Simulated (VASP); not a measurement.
Data:

```yaml
crystal:
  lattice:
    - [3.88080, 0.00000, 0.00000]
    - [0.00000, 3.88080, 0.00000]
    - [0.00000, 0.00000, 3.88080]
  atoms:
    - { symbol: Sr, position: [0.00000, 0.00000, 0.00000] }
    - { symbol: Ti, position: [0.50000, 0.50000, 0.50000] }
    - { symbol: O, position: [0.50000, 0.00000, 0.50000] }
    - { symbol: O, position: [0.00000, 0.50000, 0.50000] }
    - { symbol: O, position: [0.50000, 0.50000, 0.00000] }
```

Computed with PBE GGA with D4 dispersion, VASP's PBE PAW potentials (set 64) (plane waves; VASP). Settings: 520 eV cut-off, 6×6×6 Γ-centred mesh, Gaussian smearing of 0.050 eV, potentials Sr_sv Ti_sv O.

Question: Give the stress tensor in GPa (positive for a compressed cell).

Answer: 
```
5.66  0.00  0.00
0.00  5.66  0.00
0.00  0.00  5.66
```
The pressure is its mean diagonal, 5.66 GPa.

The compound is SrTiO3 in the cubic perovskite structure, the ideal cubic form; the compound distorts at low or room temperature. This cell is one point of a volume scan, at 0.97 of the reference volume.
